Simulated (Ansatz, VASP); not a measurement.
# Cross-check of TaSb between VASP and Ansatz, part 2 of 2

Aim: how closely do two programs agree when they are given the same cell, functional and k mesh? The cell is generated by rule, not measured, and may not be a known phase. The cell is taken from a series of runs on this material, whose earlier steps may have relaxed, scaled, displaced or heated it; both programs get it as it stands.

VASP 6.6.1 and Ansatz 0.2.0.

So far: The structure; VASP: relaxation of cell and atoms, LDA, pair 1; Ansatz: relaxation of cell and atoms, LDA, pair 1; Differences.

### 5. VASP: relaxation of cell and atoms, LDA, pair 2

Level of this step: LDA; plane waves and PAW (Ta_pv, Sb); invented cell (VASP).

The relaxed volume is the usual yardstick between codes: in a stiff, nearly cubic crystal its relative difference is about their pressure difference at one cell divided by the bulk modulus.

INCAR reads:

```
SYSTEM = TaSb
PREC = Accurate
ENCUT = 500
EDIFF = 1E-07
NELM = 120
ISMEAR = 1
SIGMA = 0.15
LREAL = .FALSE.
ALGO = Normal
GGA = CA
NBANDS = 14
LASPH = .TRUE.
LORBIT = 11
LWAVE = .FALSE.
LCHARG = .FALSE.
ISIF = 3
IBRION = 2
NSW = 80
EDIFFG = -0.005
GGA_COMPAT = .FALSE.
NELMIN = 4
KPAR = 2
```

POSCAR reads:

```
TaSb
1.0
    3.5237130000      0.0000000000      0.0000000000
   -1.7618570000      3.0516250000      0.0000000000
    0.0000000000      0.0000000000      3.7318790000
Ta Sb
1 1
Direct
    0.3333334825      0.6666667759      0.5000001340
    0.0000000000      0.0000000000      0.0000000000
```

KPOINTS reads:

```
Automatic mesh
0
Gamma
12 12 10
0 0 0
```

Potentials, in the order of the species: Ta_pv and Sb (LDA family, release 64).

On the command line:

```
> mpirun -np 2 vasp_std
```

Numbers of over 12 decimals in the logs are rounded to 6 here.

What it wrote:

```text
[... set-up lines as in an earlier step ...]
 entering main loop
       N       E                     dE             d eps       ncg     rms          rms(c)
DAV:   1     0.887430956822E+02    0.88743E+02   -0.77559E+03  3192   0.998E+02
DAV:   2    -0.156309405611E+02   -0.10437E+03   -0.99902E+02  4128   0.263E+02
DAV:   3    -0.183455212079E+02   -0.27146E+01   -0.26673E+01  3828   0.403E+01
DAV:   4    -0.183737477661E+02   -0.28227E-01   -0.28212E-01  3738   0.466E+00
[...]
DAV:  11    -0.176582014973E+02    0.31255E-07   -0.43860E-06  3468   0.178E-02    0.735E-03
DAV:  12    -0.176582013788E+02    0.11850E-06   -0.52089E-07  3852   0.576E-03    0.174E-03
DAV:  13    -0.176582013755E+02    0.33283E-08   -0.20087E-08  1728   0.117E-03
   1 F= -.17658201E+02 E0= -.17658330E+02  d E =-.176582E+02
[... from here on, the cycles between the ionic steps are left out ...]
   2 F= -.17655875E+02 E0= -.17656006E+02  d E =0.232651E-02
   3 F= -.17659014E+02 E0= -.17659145E+02  d E =-.813020E-03
   4 F= -.17659014E+02 E0= -.17659144E+02  d E =-.812827E-03
   5 F= -.17659026E+02 E0= -.17659152E+02  d E =-.115266E-04
   6 F= -.17659029E+02 E0= -.17659150E+02  d E =-.151796E-04
[...]
reached required accuracy - stopping structural energy minimisation
```

Parts of OUTCAR (step 5):

```text
  Total        0.0052923      0.0052923      0.0026803     -0.0000000      0.0000000      0.0000000
  in kB        0.2101329      0.2101329      0.1064238     -0.0000000      0.0000000      0.0000000
  external PRESSURE =       0.1755632 kB  Pullay stress =       0.0000000 kB

 POSITION                                       TOTAL-FORCE (eV/Angst)
 -----------------------------------------------------------------------------------
     -0.00000      2.03637      1.87269        -0.000000      0.000000      0.000000
      0.00000      0.00000      0.00000         0.000000     -0.000000      0.000000
 -----------------------------------------------------------------------------------
    total drift:                               -0.000125     -0.000119     -0.000187

  FREE ENERGIE OF THE ION-ELECTRON SYSTEM (eV)
  ---------------------------------------------------
  free  energy   TOTEN  =       -17.6590293823 eV

  energy  without entropy=      -17.6593911190  energy(sigma->0) =      -17.65914996

[... 2 parts as in an earlier step ...]

[... 2 further parts left out ...]
[key lines of the parts left out:]
E-fermi :   8.5826
```

### 6. Ansatz: relaxation of cell and atoms, LDA, pair 2

The same cell, functional (in two slightly different forms), mesh and smearing now go to Ansatz, which takes its cutoff from its data sets.

The cell is taken from a series of runs on this material, whose earlier steps may have relaxed, scaled, displaced or heated it; both programs get it as it stands.

input.yaml reads:

```yaml
crystal:
  lattice:
    - [3.5237130853, 0.0, 0.0]
    - [-1.7618565426, 3.0516250475, 0.0]
    - [0.0, 0.0, 3.7318790021]
  atoms:
    - { symbol: Ta, position: [0.3333333333, 0.6666666667, 0.5] }
    - { symbol: Sb, position: [0.0, 0.0, 0.0] }
kpoints:
  mp_grid: { grid: [12, 12, 10] }
hamiltonian:
  xc: lda
  pseudopotentials: { kind: nc }
scf:
  occupations: { method: methfessel_paxton, width: 0.15 }
output:
  forces: true
  stress: true
  eigenvalues: true
relax:
  adjacent_minimum: "off"
  f_tol: 0.001
  max_steps: 60
  cell: { stress_tol: 0.01 }
```

On the command line:

```
> ansatz run input.yaml --threads 4 --pin off --max-ram 7168MiB --backend cpu --events-out ev --progress --plain --runs-dir out
```

What it wrote:

```text
[...]
Crystal: 2 atoms, lattice volume = 40.129 Å³
Basis set: ecut = 1142.878222 eV, 3513 PW (Γ)
Bands: 18, of which v1, the nominal top of the filled ones, is band 14 counted from 1 (13 counted from 0)
Symmetry: 12 space group operations
[...]
k-points: 114 of 1440 (time reversal used)
[...]
k-point 113: bands = [... 10 lower, 11.3990, 12.2267, 13.6316, 15.8720, 18.1964, 18.8677, 20.5948, 21.3149]
--- Relaxed structure (3 steps of the walk, 2 accepted, 1 SCFs on fresh bases) ---
[...]
cell:  # Å, volume = 40.1170 Å³
    - [3.522638, -2.8858790986326815e-11, 0.0]
    - [-1.761319, 3.050694, 0.0]
    - [0.0, 0.0, 3.733031]
  atoms:
    - { symbol: Ta, position: [0.333333, 0.666667, 0.500000] }
    - { symbol: Sb, position: [0.0, -2.775557561562891e-17, 0.0] }
[key lines of the parts left out:]
SCF converged after 5 iterations
Free energy (F): -4241.392363 eV
Fermi energy:    16.648615 eV
P = ⅓ Tr σ = -0.0005 GPa (-0.005 kbar)
```

### 7. Comparison

What differs besides the data sets and the points named for the pairs above, as far as they apply: the data sets hold 28 valence electrons in Ansatz (on norm-conserving files, of PseudoDojo where its log says so) and 16 in VASP. Total energies have different zeros and are not compared.

Compared:

```
                                         quantity  Ansatz   VASP  difference
                                      volume (Å³)   40.12  40.35     -0.58 %
edge a after relaxation, in the typed setting (Å)   3.523  3.527     -0.13 %
edge c after relaxation, in the typed setting (Å)   3.733  3.745     -0.33 %
```

### 8. VASP: zone-centre phonons, LDA

Second derivatives magnify differences that forces hide, and they need a tight electronic threshold.

INCAR reads:

```
SYSTEM = TaSb
PREC = Accurate
ENCUT = 500
EDIFF = 1E-08
NELM = 120
ISMEAR = 1
SIGMA = 0.15
LREAL = .FALSE.
ALGO = Normal
GGA = CA
NBANDS = 14
LASPH = .TRUE.
LORBIT = 11
LWAVE = .FALSE.
LCHARG = .FALSE.
ISIF = 2
IBRION = 8
GGA_COMPAT = .FALSE.
KPAR = 2
```

POSCAR reads:

```
TaSb
1.0
    3.5226379344      0.0000000000      0.0000000000
   -1.7613189672      3.0506939396      0.0000000000
    0.0000000000      0.0000000000      3.7330307281
Ta Sb
1 1
Direct
    0.3333333333      0.6666666667      0.5000000000
    0.0000000000      0.0000000000      0.0000000000
```

KPOINTS is that of step 5.

On the command line:

```
> mpirun -np 2 vasp_std
```

What it wrote:

```text
[... set-up lines as in an earlier step ...]
 entering main loop
       N       E                     dE             d eps       ncg     rms          rms(c)
DAV:   1     0.899602255100E+02    0.89960E+02   -0.77524E+03  3200   0.100E+03
DAV:   2    -0.155745789149E+02   -0.10553E+03   -0.10097E+03  4194   0.263E+02
DAV:   3    -0.183455448663E+02   -0.27710E+01   -0.27278E+01  3840   0.405E+01
DAV:   4    -0.183732872652E+02   -0.27742E-01   -0.27732E-01  3696   0.467E+00
[...]
DAV:  11    -0.176581781092E+02    0.39839E-07   -0.44448E-06  3438   0.180E-02    0.735E-03
DAV:  12    -0.176581779921E+02    0.11716E-06   -0.52562E-07  3882   0.577E-03    0.174E-03
DAV:  13    -0.176581779906E+02    0.14434E-08   -0.22855E-08  3332   0.118E-03
   1 F= -.17658178E+02 E0= -.17658303E+02  d E =0.376020E-03
 Linear response reoptimize wavefunctions to high precision
DAV:   1    -0.176581779898E+02    0.81127E-09   -0.22728E-09  3052   0.456E-04
DAV:   2    -0.176581779898E+02   -0.22965E-10   -0.16051E-10  1734   0.112E-04
 Linear response DOF=           4
 Linear response progress:
[...]
RMM:   8    -0.235282072930E-01   -0.34882E-06   -0.17986E-08 23565   0.237E-04    0.167E-04
RMM:   9    -0.235281259359E-01    0.81357E-07   -0.26049E-09 22647   0.794E-05    0.352E-05
RMM:  10    -0.235281205944E-01    0.53415E-08    0.12059E-09 24107   0.352E-05    0.264E-05
 first order change of Fermi-energy   0.17160E-04
 force on displaced ion       2 direction 1 : -10.565   0.000   0.000
 Linear response progress:
  Degree of freedom:   4/  4
       N       E                     dE             d eps       ncg     rms          rms(c)
RMM:   1    -0.324736745832E-01   -0.32474E-01   -0.71876E-04  9065   0.180E+00
RMM:   2    -0.296091780986E-01    0.28645E-02   -0.32766E-03  7880   0.327E-01    0.108E-01
RMM:   3    -0.295477239660E-01    0.61454E-04   -0.60030E-04  7602   0.138E-01    0.537E-02
RMM:   4    -0.297179157226E-01   -0.17019E-03   -0.12935E-04  8050   0.611E-02    0.183E-02
[...]
RMM:   8    -0.297643852044E-01   -0.11875E-05   -0.15728E-08  8319   0.985E-04    0.174E-04
RMM:   9    -0.297641051922E-01    0.28001E-06   -0.16682E-09  8191   0.344E-04    0.370E-05
RMM:  10    -0.297641091350E-01   -0.39427E-08   -0.16370E-09  8524   0.924E-05    0.113E-05
 first order change of Fermi-energy  -0.31276E-03
 force on displaced ion       2 direction 3 :   0.000   0.000 -12.794
 Linear response finished
```

Parts of OUTCAR (step 8):

```text
  Total        0.2141234      0.2141234      0.3436903      0.0000000      0.0000000      0.0000000
  in kB        8.5515820      8.5515820     13.7261778      0.0000000      0.0000000      0.0000000
  external PRESSURE =      10.2764473 kB  Pullay stress =       0.0000000 kB

 POSITION                                       TOTAL-FORCE (eV/Angst)
 -----------------------------------------------------------------------------------
     -0.00000      2.03380      1.86652         0.000000     -0.000000      0.000000
      0.00000      0.00000      0.00000        -0.000000      0.000000      0.000000
 -----------------------------------------------------------------------------------
    total drift:                                0.000000     -0.000000     -0.000000

[... 1 part as in an earlier step ...]

[... 1 further part left out ...]
```

### 9. Ansatz: zone-centre phonons, LDA

The same cell, functional (in two slightly different forms), mesh and smearing now go to Ansatz, which takes its cutoff from its data sets.

The cell is taken from a series of runs on this material, whose earlier steps may have relaxed, scaled, displaced or heated it; both programs get it as it stands.

input.yaml, the sections that differ from step 6:

```yaml
crystal:
  lattice:
    - [3.5226379344, 0.0, 0.0]
    - [-1.7613189672, 3.0506939396, 0.0]
    - [0.0, 0.0, 3.7330307281]
  atoms:
    - { symbol: Ta, position: [0.3333333333, 0.6666666667, 0.5] }
    - { symbol: Sb, position: [0.0, 0.0, 0.0] }
output:
  eigenvalues: true
phonons:
  method: dfpt
# kpoints, hamiltonian, scf: as in step 6
# relax: removed
```

On the command line:

```
> ansatz run input.yaml --threads 4 --pin off --max-ram 7168MiB --backend cpu --events-out ev --progress --plain --runs-dir out
```

What it wrote:

```text
zone centre: on kpoints.mp_grid the ground state, and the responses unless they are solved on pairs of k-points, stand on 258 of the mesh's 1440 k-points, reduced under 4 symmetry operations, with k and −k counted as one. Each operation leaves every solved displacement unchanged or reverses it
[...]
Crystal: 2 atoms, lattice volume = 40.117 Å³
[...]
k mesh reduced under 4 symmetry operations, with k and −k counted as one. Each operation leaves every solved displacement unchanged or reverses it
  ASR residual: 1.368e-4 → 0.000e0 eV/Å²; symmetrization residual: 3.980e-5 eV/Å²
  ASR residual per site (eV/Å²): 3.54e-5 1.37e-4
  Γ frequencies (cm⁻¹): 0.00 0.00 0.00 198.06 198.06 215.22
  non-analytic LO–TO correction: not included (Born effective charges unavailable; polar crystals: no LO–TO splitting at Γ)
[key lines of the parts left out:]
SCF converged after 10 iterations
Free energy (F): -4241.392363 eV
Fermi energy:    16.648615 eV
```

### 10. Comparison

What differs besides the data sets and the points named for the pairs above, as far as they apply: the data sets hold 28 valence electrons in Ansatz (on norm-conserving files, of PseudoDojo where its log says so) and 16 in VASP. Total energies have different zeros and are not compared.

Compared:

```
                  quantity  Ansatz   VASP  difference
optical mode 1 to 2 (cm⁻¹)   198.1  198.7     -0.32 %
     optical mode 3 (cm⁻¹)   215.2  218.6     -1.56 %
```

Modes are paired by rising frequency, not by their patterns, so a pair may set unlike modes beside each other; they are those without the splitting of longitudinal modes.

### 11. What came out

```
difference in volume (relaxation of cell and atoms, LDA, pair 1)                                                  : -0.57 %
difference in volume (relaxation of cell and atoms, LDA, pair 2)                                                  : -0.58 %
r.m.s. difference of the optical zone-centre modes, each program's sorted by frequency (zone-centre phonons, LDA) : 2.0 cm⁻¹
difference in optical mode 3 (zone-centre phonons, LDA)                                                           : -1.6 %
```

The difference in volume is -0.58 % (relaxation of cell and atoms, LDA, pair 2), within the 1.2 % picked in this series as the mark of a large difference, as far as the stopping tolerances let one tell. The data sets hold unlike numbers of valence electrons (28 in Ansatz and 16 in VASP), so part of the differences comes from the potentials. Among the rows given in per cent, the largest difference of the zone-centre phonons, LDA pair is in optical mode 3, -1.6 %. 1 further run of this series is not shown here. How closely two codes agree says nothing of how well the functional describes the real material.

[Lines on the potential files, build, host, timing and source positions are cut from VASP's logs without a mark.]

[Logs are printed without paths, hosts, clocks, repeated set-up lines and the standing remarks that a program may print on its own settings, such as how far it seeks lower states.]

[Hosts, paths, dates, database ids (printed as entryN), source tags and the programs' standing remarks are cut or masked in the printed files.]
